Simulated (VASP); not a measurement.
# Al15CoN16 (a cell with a defect) in VASP: a series of runs, part 2 of 2

VASP 6.6.1. Earlier steps stand in the parts before.

**4. Single point, PBEsol+U, collinear spin, ferromagnetic start**

File INCAR:

```
SYSTEM = Al15CoN16
  PREC = Accurate
  ENCUT = 450
  EDIFF = 1E-5
  ISMEAR = 0
  SIGMA = 0.03
  LREAL = Auto
  LASPH = .TRUE.
  NELM = 120
  ALGO = All
  ISIF = 2
  LWAVE = .FALSE.
  LCHARG = .FALSE.
  ISPIN = 2
  MAGMOM = 4 0 0 0 0 0 0 0 0 0 0 0 0 0 0 0 0 0 0 0 0 0 0 0 0 0 0 0 0 0 0 0
  LORBIT = 11
  LMAXMIX = 4
  LDAU = .TRUE.
  LDAUTYPE = 2
  LDAUL = 2 -1 -1
  LDAUU = 4 0 0
  LDAUJ = 0 0 0
  LDAUPRINT = 1
  GGA = PS
  ISYM = 0
  KPAR = 4
```

File KPOINTS:

```
Automatic mesh
0
G
  3 3 2
  0 0 0
```

File POSCAR:

```
Al15CoN16
1.0
    6.2200008610      0.0000000000      0.0000000000
   -3.1100004305      5.3866787572      0.0000000000
    0.0000000000      0.0000000000      9.9600000000
Co Al N
1 15 16
Direct
    0.3333333333      0.1666666667      0.0000000000
    0.3333333333      0.1666666667      0.5000000000
    0.3333333333      0.6666666667      0.0000000000
    0.3333333333      0.6666666667      0.5000000000
    0.8333333333      0.1666666667      0.0000000000
    0.8333333333      0.1666666667      0.5000000000
    0.8333333333      0.6666666667      0.0000000000
    0.8333333333      0.6666666667      0.5000000000
    0.1666666667      0.3333333333      0.2500000000
    0.1666666667      0.3333333333      0.7500000000
    0.1666666667      0.8333333333      0.2500000000
    0.1666666667      0.8333333333      0.7500000000
    0.6666666667      0.3333333333      0.2500000000
    0.6666666667      0.3333333333      0.7500000000
    0.6666666667      0.8333333333      0.2500000000
    0.6666666667      0.8333333333      0.7500000000
    0.3333333333      0.1666666667      0.1910000000
    0.3333333333      0.1666666667      0.6910000000
    0.3333333333      0.6666666667      0.1910000000
    0.3333333333      0.6666666667      0.6910000000
    0.8333333333      0.1666666667      0.1910000000
    0.8333333333      0.1666666667      0.6910000000
    0.8333333333      0.6666666667      0.1910000000
    0.8333333333      0.6666666667      0.6910000000
    0.1666666667      0.3333333333      0.4410000000
    0.1666666667      0.3333333333      0.9410000000
    0.1666666667      0.8333333333      0.4410000000
    0.1666666667      0.8333333333      0.9410000000
    0.6666666667      0.3333333333      0.4410000000
    0.6666666667      0.3333333333      0.9410000000
    0.6666666667      0.8333333333      0.4410000000
    0.6666666667      0.8333333333      0.9410000000
```

Potentials or basis: VASP PAW PBE potentials, release 64 (Co, Al, N).

On the command line:

```sh
$ cat potpaw_PBE.64/Co/POTCAR potpaw_PBE.64/Al/POTCAR potpaw_PBE.64/N/POTCAR > POTCAR
$ mpirun -np 4 vasp_std > vasp.out
```

OUTCAR:

```text
SYSTEM = Al15CoN16
   PREC = Accurate
   ENCUT = 450
   EDIFF = 1E-5
   ISMEAR = 0
   LREAL = Auto
   LASPH = .TRUE.
   NELM = 120
   ISIF = 2
   ISPIN = 2
   LORBIT = 11
   GGA = PS
   ISYM = 0

 ion  position               nearest neighbor table
   1  0.333  0.167  0.000-  26 1.89  30 1.89  28 1.89  17 1.90   9 3.07  10 3.07  13 3.07  14 3.07
                            11 3.07  12 3.07   5 3.11   5 3.11   7 3.11   3 3.11   3 3.11   7 3.11
   2  0.333  0.167  0.500-  25 1.89  29 1.89  27 1.89  18 1.90   9 3.07  10 3.07  13 3.07  14 3.07
                            11 3.07  12 3.07   6 3.11   6 3.11   8 3.11   4 3.11   4 3.11   8 3.11
   3  0.333  0.667  0.000-  28 1.89  32 1.89  26 1.89  19 1.90  11 3.07  12 3.07  15 3.07  16 3.07
                             9 3.07  10 3.07   7 3.11   7 3.11   1 3.11   1 3.11   5 3.11   5 3.11
   4  0.333  0.667  0.500-  27 1.89  31 1.89  25 1.89  20 1.90  11 3.07  12 3.07  15 3.07  16 3.07
                             9 3.07  10 3.07   8 3.11   8 3.11   2 3.11   2 3.11   6 3.11   6 3.11
   5  0.833  0.167  0.000-  30 1.89  26 1.89  32 1.89  21 1.90  13 3.07  14 3.07   9 3.07  10 3.07
                            15 3.07  16 3.07   1 3.11   1 3.11   7 3.11   7 3.11   3 3.11   3 3.11
   6  0.833  0.167  0.500-  29 1.89  25 1.89  31 1.89  22 1.90  13 3.07  14 3.07   9 3.07  10 3.07
                            15 3.07  16 3.07   2 3.11   2 3.11   8 3.11   8 3.11   4 3.11   4 3.11
   7  0.833  0.667  0.000-  32 1.89  28 1.89  30 1.89  23 1.90  15 3.07  16 3.07  11 3.07  12 3.07
                            13 3.07  14 3.07   3 3.11   3 3.11   5 3.11   5 3.11   1 3.11   1 3.11
[... 1935 lines left out ...]

 POSITION                                       TOTAL-FORCE (eV/Angst)
 -----------------------------------------------------------------------------------
      1.55500      0.89778      0.00000        -0.004165      0.116145     -0.049828
      1.55500      0.89778      4.98000        -0.000065      0.006360      0.017998
     -0.00000      3.59112      0.00000         0.128460      0.097001      0.132043
     -0.00000      3.59112      4.98000         0.009007     -0.002258     -0.016730
      4.66500      0.89778      0.00000        -0.000761     -0.132530      0.116693
      4.66500      0.89778      4.98000         0.000082     -0.001412     -0.026878
[... 24 lines left out ...]
      1.55500      4.48890      4.39236        -0.000108      0.004811      0.032410
      1.55500      4.48890      9.37236        -0.000164      0.005657     -0.047467
 -----------------------------------------------------------------------------------
    total drift:                               -0.000153      0.000384      0.029971

  FREE ENERGIE OF THE ION-ELECTRON SYSTEM (eV)
  ---------------------------------------------------
  free  energy   TOTEN  =      -246.9925348642 eV

  energy  without entropy=     -246.9925348642  energy(sigma->0) =     -246.99253486

 total charge

# of ion       s       p       d       tot
------------------------------------------
    1        0.499   0.682   7.112   8.293
    2        0.369   0.443   0.000   0.813
    3        0.369   0.441   0.000   0.810
    4        0.369   0.443   0.000   0.812
    5        0.371   0.444   0.000   0.814
    6        0.369   0.443   0.000   0.812
[... 24 lines left out ...]
   31        1.223   2.614   0.000   3.837
   32        1.223   2.614   0.000   3.837
--------------------------------------------------
tot         25.640  48.995   7.112  81.746

 magnetization (x)

# of ion       s       p       d       tot
------------------------------------------
    1        0.012   0.112   2.806   2.930
    2        0.000   0.000   0.000   0.000
    3        0.003   0.006   0.000   0.010
    4        0.000   0.001   0.000   0.001
    5        0.001   0.002   0.000   0.004
    6        0.000   0.001   0.000   0.001
[... 24 lines left out ...]
   31        0.000   0.002   0.000   0.003
   32       -0.000   0.000   0.000   0.000
--------------------------------------------------
tot          0.069   0.718   2.806   3.593
```

OSZICAR:

```text
N       E                     dE             d eps       ncg     rms           ort
DAV:   1     0.695941203253E+03    0.69594E+03   -0.60376E+04   860   0.132E+03
DAV:   2    -0.201843192151E+03   -0.89778E+03   -0.86080E+03   860   0.291E+02
DAV:   3    -0.286118889321E+03   -0.84276E+02   -0.82940E+02   860   0.101E+02
DAV:   4    -0.288945280283E+03   -0.28264E+01   -0.27943E+01   860   0.216E+01
DAV:   5    -0.289021162944E+03   -0.75883E-01   -0.75614E-01   860   0.295E+00
SDA:   6    -0.134008944512E+03    0.15501E+03   -0.75614E-01   860   0.668E+03   0.000E+00
CGA:   7    -0.228959638270E+03   -0.94951E+02   -0.77652E+02   860   0.702E+02  -0.306E+02
CGA:   8    -0.241869191132E+03   -0.12910E+02   -0.12908E+02   860   0.118E+02   0.109E+01
CGA:   9    -0.244347006543E+03   -0.24778E+01   -0.24849E+01   860   0.938E+01  -0.500E+00
CGA:  10    -0.246073095080E+03   -0.17261E+01   -0.17276E+01   860   0.489E+01   0.679E+00
CGA:  11    -0.246592339647E+03   -0.51924E+00   -0.43121E+00   860   0.972E+00   0.733E+00
CGA:  12    -0.246764312087E+03   -0.17197E+00   -0.17097E+00   860   0.985E+00  -0.276E-02
[... 15 lines left out ...]
CGA:  28    -0.246992528175E+03   -0.18896E-04   -0.18923E-04   860   0.589E-04  -0.123E-05
CGA:  29    -0.246992534864E+03   -0.66891E-05   -0.67026E-05   860   0.309E-04   0.445E-06
   1 F= -.24699253E+03 E0= -.24699253E+03  d E =-.400191E-15  mag=     4.0000
```

It took 5.6 min on 4 MPI ranks of Intel Xeon Platinum 8488C (Sapphire Rapids), shared host; peak memory 1.1 GiB.

What came out:

- Free energy: -246.9925 eV
- Largest force: 0.900 eV/Å
- Band gap on the k mesh: 1.21 eV, indirect (least direct gap 1.39 eV)
- Net moment: 4.00 μB per cell
- Site moments: Co +2.93; Al +0.00, +0.01; N +0.13, +0.00, +0.01, +0.14 μB
- Valence electrons inside the program's atomic spheres: Co 8.29; Al 0.81; N 3.81, 3.84

Forces on the atoms (eV/Å):
```
Co  -0.004  0.116 -0.050
Al   0.000  0.006  0.018
Al   0.128  0.097  0.132
Al   0.009 -0.002 -0.017
Al  -0.001 -0.133  0.117
Al   0.000 -0.001 -0.027
Al  -0.129  0.096  0.132
Al  -0.009 -0.002 -0.016
Al  -0.022  0.069 -0.067
Al   0.129 -0.041 -0.009
Al  -0.001 -0.071 -0.151
Al  -0.001  0.089  0.030
Al   0.022  0.071 -0.069
Al  -0.128 -0.040 -0.008
Al   0.000 -0.015 -0.042
Al   0.000 -0.015  0.058
N   -0.002  0.124  0.779
N    0.000  0.003 -0.099
N   -0.010 -0.012  0.008
N    0.008 -0.005 -0.013
N    0.000  0.000  0.021
N    0.000  0.006  0.027
N    0.011 -0.012  0.007
N   -0.008 -0.004 -0.014
N   -0.008 -0.008  0.010
N   -0.730  0.226 -0.143
N    0.000  0.004  0.006
N    0.004 -0.771 -0.465
N    0.009 -0.008  0.010
N    0.734  0.223 -0.150
N    0.000  0.005  0.032
N    0.000  0.006 -0.047
```

Levels at points of the mesh, in eV from the valence-band top:
Spin up:
```
           k point  band 65  band 66  band 67  band 68  band 69  band 70  band 71  band 72  band 73  band 74
(0.00, 0.00, 0.00)    -0.92    -0.91    -0.22    -0.03     0.00     3.59     4.62     4.63     4.67     4.73
(0.00, 0.00, 0.50)    -0.89    -0.87    -0.73    -0.05    -0.01     4.37     4.38     4.41     4.52     4.54
```
Spin down:
```
           k point  band 62  band 63  band 64  band 65  band 66  band 67  band 68  band 69
(0.00, 0.00, 0.00)    -0.87    -0.86    -0.76    -0.52     1.44     1.62     2.29     2.39
(0.00, 0.00, 0.50)    -1.04    -0.94    -0.90    -0.48     1.46     1.52     2.23     2.36
```

Eigenvalues of the final occupation matrices:
```csv
site,spin,trace,eigenvalues
site 1 d,1,4.98,0.98 0.98 1.00 1.00 1.01
site 1 d,2,2.17,0.14 0.32 0.32 0.43 0.97
```

Caveat: the PAW data sets were made with another functional, which shifts forces and pressure a little.

**5. Single point, PBEsol+U, collinear spin, ferromagnetic start**

Changes to INCAR since step 4:

```diff
@@ -9,3 +9,3 @@
   NELM = 120
-  ALGO = All
+  ALGO = Normal
   ISIF = 2
@@ -16,2 +16,3 @@
   LORBIT = 11
+  NUPDOWN = 4
   LMAXMIX = 4
@@ -24,3 +25,2 @@
   GGA = PS
-  ISYM = 0
   KPAR = 4
```

KPOINTS is that of step 4.

POSCAR is that of step 4.

Potentials or basis: VASP PAW PBE potentials, release 64 (Co, Al, N).

On the command line:

```sh
$ cat potpaw_PBE.64/Co/POTCAR potpaw_PBE.64/Al/POTCAR potpaw_PBE.64/N/POTCAR > POTCAR
$ mpirun -np 4 vasp_std > vasp.out
```

OUTCAR:

```text
SYSTEM = Al15CoN16
   PREC = Accurate
   ENCUT = 450
   EDIFF = 1E-5
   ISMEAR = 0
   LREAL = Auto
   LASPH = .TRUE.
   NELM = 120
   ISIF = 2
   ISPIN = 2
   LORBIT = 11
   NUPDOWN = 4
   GGA = PS

 ion  position               nearest neighbor table
   1  0.333  0.167  0.000-  26 1.89  30 1.89  28 1.89  17 1.90   9 3.07  10 3.07  13 3.07  14 3.07
                            11 3.07  12 3.07   5 3.11   5 3.11   7 3.11   3 3.11   3 3.11   7 3.11
   2  0.333  0.167  0.500-  25 1.89  29 1.89  27 1.89  18 1.90   9 3.07  10 3.07  13 3.07  14 3.07
                            11 3.07  12 3.07   6 3.11   6 3.11   8 3.11   4 3.11   4 3.11   8 3.11
   3  0.333  0.667  0.000-  28 1.89  32 1.89  26 1.89  19 1.90  11 3.07  12 3.07  15 3.07  16 3.07
                             9 3.07  10 3.07   7 3.11   7 3.11   1 3.11   1 3.11   5 3.11   5 3.11
   4  0.333  0.667  0.500-  27 1.89  31 1.89  25 1.89  20 1.90  11 3.07  12 3.07  15 3.07  16 3.07
                             9 3.07  10 3.07   8 3.11   8 3.11   2 3.11   2 3.11   6 3.11   6 3.11
[... 1372 lines left out ...]
 -----------------------------------------------------------------------------------
    total drift:                               -0.000002      0.000003      0.028700

  FREE ENERGIE OF THE ION-ELECTRON SYSTEM (eV)
  ---------------------------------------------------
  free  energy   TOTEN  =      -246.5320307138 eV

  energy  without entropy=     -246.5296140077  energy(sigma->0) =     -246.53082236

 total charge

# of ion       s       p       d       tot
------------------------------------------
    1        0.495   0.682   7.143   8.320
    2        0.369   0.443   0.000   0.813
    3        0.370   0.440   0.000   0.811
    4        0.369   0.443   0.000   0.812
    5        0.370   0.440   0.000   0.811
    6        0.369   0.443   0.000   0.812
[... 24 lines left out ...]
   31        1.223   2.614   0.000   3.837
   32        1.223   2.613   0.000   3.836
--------------------------------------------------
tot         25.645  48.964   7.143  81.753

 magnetization (x)

# of ion       s       p       d       tot
------------------------------------------
    1        0.011   0.104   2.758   2.872
    2        0.000   0.000   0.000   0.000
    3        0.002   0.006   0.000   0.008
    4        0.000   0.001   0.000   0.001
    5        0.002   0.006   0.000   0.008
    6        0.000   0.001   0.000   0.001
[... 24 lines left out ...]
   31        0.000   0.002   0.000   0.002
   32       -0.000   0.007   0.000   0.007
--------------------------------------------------
tot          0.062   0.767   2.758   3.587
```

OSZICAR:

```text
N       E                     dE             d eps       ncg     rms          rms(c)
DAV:   1     0.696280272316E+03    0.69628E+03   -0.56170E+04  2064   0.128E+03
DAV:   2    -0.201535683624E+03   -0.89782E+03   -0.86123E+03  2530   0.291E+02
DAV:   3    -0.285862760604E+03   -0.84327E+02   -0.83078E+02  2424   0.101E+02
DAV:   4    -0.288646645124E+03   -0.27839E+01   -0.27465E+01  2688   0.215E+01
DAV:   5    -0.288727875044E+03   -0.81230E-01   -0.80129E-01  2576   0.303E+00    0.431E+01
DAV:   6    -0.259591621711E+03    0.29136E+02   -0.26761E+02  2878   0.982E+01    0.734E+01
DAV:   7    -0.246111023533E+03    0.13481E+02   -0.75099E+01  2888   0.715E+01    0.141E+01
DAV:   8    -0.246863233159E+03   -0.75221E+00   -0.13010E+01  3066   0.236E+01    0.100E+01
DAV:   9    -0.246559506318E+03    0.30373E+00   -0.16511E+00  3090   0.177E+01    0.772E+00
DAV:  10    -0.246656601781E+03   -0.97095E-01   -0.33625E-01  3080   0.525E+00    0.534E+00
DAV:  11    -0.246527254080E+03    0.12935E+00   -0.36103E-01  2762   0.909E+00    0.211E+00
DAV:  12    -0.246530757278E+03   -0.35032E-02   -0.40657E-02  2696   0.840E-01    0.117E+00
DAV:  13    -0.246531509243E+03   -0.75197E-03   -0.78469E-03  2976   0.731E-01    0.488E-01
DAV:  14    -0.246532090969E+03   -0.58173E-03   -0.31846E-03  2768   0.234E-01    0.229E-01
DAV:  15    -0.246532045091E+03    0.45878E-04   -0.47812E-04  2720   0.972E-02    0.159E-01
DAV:  16    -0.246532037874E+03    0.72168E-05   -0.16765E-04  2848   0.816E-02    0.893E-02
DAV:  17    -0.246532030714E+03    0.71606E-05   -0.27877E-05  2088   0.635E-02
   1 F= -.24653203E+03 E0= -.24653082E+03  d E =-.241671E-02  mag=     4.0000
```

Wall time 3.6 min (4 MPI ranks of Intel Xeon Platinum 8488C (Sapphire Rapids), shared host); peak memory 0.6 GiB.

Results:

```
Free energy                                           : -246.5320 eV
Largest force                                         : 0.739 eV/Å
Net moment                                            : 4.00 μB per cell
Site moments                                          : Co +2.87; Al +0.00, +0.01; N +0.14, +0.01, +0.15, +0.00 μB
Valence electrons inside the program's atomic spheres : Co 8.32; Al 0.81; N 3.80, 3.84, 3.81
```

Forces on the atoms (eV/Å):
```
Co   0.000  0.000  0.001
Al   0.000  0.000 -0.001
Al   0.090  0.052  0.111
Al   0.001  0.000 -0.013
Al   0.000 -0.104  0.111
Al   0.000 -0.001 -0.013
Al  -0.090  0.052  0.111
Al  -0.001  0.000 -0.013
Al  -0.029  0.017 -0.064
Al   0.083 -0.048  0.016
Al   0.000 -0.033 -0.064
Al   0.000  0.095  0.016
Al   0.029  0.017 -0.064
Al  -0.083 -0.048  0.016
Al   0.000  0.000 -0.013
Al   0.000  0.000  0.031
N    0.000  0.000  0.739
N    0.000  0.000 -0.097
N    0.002  0.001 -0.008
N    0.012  0.007 -0.001
N    0.000 -0.002 -0.008
N    0.000 -0.013 -0.001
N   -0.002  0.001 -0.008
N   -0.012  0.007 -0.001
N   -0.017  0.010  0.010
N   -0.579  0.334 -0.258
N    0.000 -0.020  0.010
N    0.000 -0.669 -0.258
N    0.017  0.010  0.010
N    0.579  0.334 -0.258
N    0.000  0.000  0.016
N    0.000  0.000 -0.057
```

Eigenvalues of the final occupation matrices:
| site | spin | trace | eigenvalues |
| --- | --- | --- | --- |
| site 1 d | 1 | 4.97 | 0.98 0.98 1.00 1.00 1.01 |
| site 1 d | 2 | 2.21 | 0.31 0.31 0.32 0.63 0.63 |

Caveat: the k mesh is coarse (spacing up to 0.39 Å⁻¹), so the values aren't converged; the PAW data sets were made with another functional, which shifts forces and pressure a little; the total moment is fixed, so each spin has its own Fermi level.

**6. The runs side by side**

| fixed moment (μB) | mesh quality | gap on the mesh (eV) | moment (μB) | largest force (eV/Å) |
| --- | --- | --- | --- | --- |
| - | coarse | none | 2.00 | 0.95 |
| - | not flagged | 1.21 | 4.00 | 0.90 |
| 4 | coarse | - | 4.00 | 0.74 |

Alike in all rows: task single point; level PBEsol+U; potentials or basis VASP PAW PBE potentials, release 64 (Co, Al, N); spin collinear, ferromagnetic start; Co d U = 4 eV; cell as given; k mesh 3 × 3 × 2; cutoff (eV) 450; smearing gaussian 0.03 eV.

Caveats: some runs use coarse meshes; the PAW data sets were made with another functional, which shifts forces and pressure a little; the total moment is fixed, so each spin has its own Fermi level (some runs).

Absolute energies hang on the potentials; compare differences alone.
